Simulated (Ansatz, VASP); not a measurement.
# NiMoIrPdW in VASP and in Ansatz

```
Ni Mo Pd Ir W
1.0
     2.76609    0.00000    0.00000
    -1.38305    2.39551    0.00000
     0.00000    0.00000   11.02278
Ni Mo Pd Ir W
1 1 1 1 1
Direct
  0.33333 0.66667 0.59711
  0.00000 0.00000 0.41074
  0.66667 0.33333 0.79520
  0.66667 0.33333 0.19961
  0.33333 0.66667 0.99734
```

The cell was built by a generator and needn't be a form met in nature.

Alike in both runs: functional PBE; k mesh 11 × 11 × 3; occupations fermi-dirac, width 0.05 eV; collinear spin, ferromagnetic start.

|  | VASP | Ansatz |
| --- | --- | --- |
| version | VASP 6.6.1 | Ansatz 0.2.0 |
| potentials or method | VASP PAW PBE potentials, release 64 (Ni, Mo_sv, Pd, Ir, W_sv) | SPMS NC |
| plane-wave cutoff (eV) | 520 | 925 |
| valence electrons in the cell | 57 | 81 |
| task | electrostatic potential | single point |

```tsv
	VASP	Ansatz	Ansatz less VASP
gap on the k mesh at the Fermi level (eV)	none	none	-
pressure (GPa)	0.4	0.3	-0.08
largest component of the traceless stress (GPa)	0.98	1.05	+0.071
rms of the force components (eV/Å)	0.049	0.062	+0.0129
net moment per atom (μB)	0.00	0.00	0.000
```

Atom by atom the forces differ by 0.016 eV/Å (rms over components). A gap of «none» marks a metal or a gap that the smearing closes. The functional is the same, so the differences come from potentials, cutoffs and numerics. The two sets of potentials don't hold the same shells in valence.

Caveats: the starting moments weren't kept (Ansatz). Spin-orbit coupling is left out, which matters for the levels of Ir, W.
